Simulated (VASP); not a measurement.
An input for Quantum ESPRESSO's pw.x (written as the equivalent of a VASP run, and not itself run):

```
&CONTROL
  calculation = 'vc-relax'
  pseudo_dir = './pseudo'
  outdir = './out'
  tprnfor = .true.
  tstress = .true.
  nstep = 30
  forc_conv_thr = 0.00039
/
&SYSTEM
  ibrav = 0
  nat = 2
  ntyp = 1
  ecutwfc = 58
  occupations = 'smearing'
  smearing = 'methfessel-paxton'
  degauss = 0.00735
  input_dft = 'pbesol'
/
&ELECTRONS
  conv_thr = 7.3e-09
  electron_maxstep = 100
/
&IONS
/
&CELL
  cell_dofree = 'shape'
/
ATOMIC_SPECIES
  Hf 178.490 Hf.upf
CELL_PARAMETERS angstrom
     1.5466299   -2.6788415    0.0000000
     1.5466299    2.6788415    0.0000000
     0.0000000    0.0000000    4.8905841
ATOMIC_POSITIONS crystal
  Hf   0.3333330  0.6666670  0.2500000
  Hf   0.6666670  0.3333330  0.7500000
K_POINTS automatic
  13 13 7 0 0 0
```

Translate this input to VASP (INCAR, KPOINTS, POSCAR, choice of POTCAR).

Several could match; the one computed here: 
### KPOINTS
```
K-points
0
G
13 13 7
0 0 0
```

### INCAR
```
LMAXMIX  =  6
ALGO  =  Normal   # blocked Davidson
SYSTEM  =  Hf
LREAL  =  .FALSE.   # projection in real space or not
ISIF  =  4   # ions and shape, fixed volume
GGA  =  PS
IBRION  =  2
NELM  =  100   # most electronic steps
EDIFF  =  1E-7   # SCF stop (eV)
NSW  =  30
PREC  =  Accurate
LCHARG  =  .FALSE.
SIGMA  =  0.1   # width (eV)
ENCUT  =  520
ISMEAR  =  1   # Methfessel-Paxton
LWAVE  =  .FALSE.
LASPH  =  .TRUE.
EDIFFG  =  -0.01   # ionic stop
```

POSCAR:
```
Hf
1
    1.5466298998    -2.6788415308     0.0000000000
    1.5466298998     2.6788415308     0.0000000000
    0.0000000000     0.0000000000     4.8905840922
Hf
2
Direct
  0.3333330000   0.6666670000   0.2500000000
  0.6666670000   0.3333330000   0.7500000000
```

POTCAR, in this order: Hf_pv (PBE.64 set). Program: vasp_std.

The two are equivalent in intent, not identical: the potentials are each code's own (VASP's PAW set, PseudoDojo norm-conserving files in pw.x), so ENCUT and ecutwfc are chosen apart and not converted; conv_thr bounds pw.x's estimated SCF error, while EDIFF bounds the energy change between steps; forc_conv_thr acts on force components and is met together with etot_conv_thr.

The compound is Hf in the hcp structure. This cell is one point of a volume scan, at 0.94 of the reference volume. Symmetry was kept, so distortions that lower it aren't found.
